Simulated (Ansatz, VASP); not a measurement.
## Al2PO in VASP and in Ansatz

```
Al P O
1.0
     3.27587    0.00000    0.00000
    -1.63794    2.83699    0.00000
     0.00000    0.00000    5.31744
Al P O
2 1 1
Direct
  0.66667 0.33333 0.17661
  0.66667 0.33333 0.82339
  0.33333 0.66667 0.50000
  0.00000 0.00000 0.00000
```

Alike in both runs: task relaxation of cell and atoms; functional PBE; k mesh 6 × 6 × 4; occupations gaussian, width 0.1 eV; no spin polarisation.

|  | VASP | Ansatz |
| --- | --- | --- |
| version | VASP 6.6.1 | Ansatz 0.2.0 |
| potentials or method | VASP PAW PBE potentials, release 64 (Al, P, O) | scalar-relativistic, plane waves, PAW |
| plane-wave cutoff (eV) | 600 | 420 |
| valence electrons in the cell | 17 | 17 |

|  | VASP | Ansatz | Ansatz less VASP |
| --- | --- | --- | --- |
| gap on the k mesh at the Fermi level, each at its own relaxed structure (eV) | none | none | - |
| relaxed volume (Å³/atom) | 13.79 | 13.77 | -0.017 |
| relaxed cell length with the largest relative difference (Å) | 3.385 | 3.381 | -0.0040 |
| energy change over the relaxation (meV/atom) | -913 | -916 | -2.8 |

A gap of «none» marks a metal or a gap that the smearing closes.

Caveats: the k mesh is coarse (spacing up to 0.37 Å⁻¹), so the values aren't converged; an odd number of electrons without spin polarisation forces a metal; a magnetic or distorted state may lie lower.
